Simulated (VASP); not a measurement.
Input:

```xyz
1
Lattice="-1.6422 1.6422 2.5434 1.6422 -1.6422 2.5434 1.6422 1.6422 -2.5434" Properties=species:S:1:pos:R:3 pbc="T T T"
In     0.0000     0.0000     0.0000
```

Level of theory: PW91 GGA, VASP's PBE PAW potentials (set 64) (plane waves; VASP 6.6.1). Run with 520 eV cut-off, 17×17×17 Γ-centred mesh, tetrahedra with Blöchl corrections, potentials In_d.

Unless said otherwise, spin-orbit coupling is left out, though it shifts the bands of the heavy elements here.

**Question.** What does the run give for the energy per atom (σ→0), band gap (on the k-mesh) with the smallest direct gap where there is one?

**Answer.** 
* **band gap (on the k-mesh)**: none (metal, semimetal or under 0.01 eV)
* **energy per atom (σ→0)**: -2.586 eV/atom

The compound is In in the bct structure. It was relaxed first.
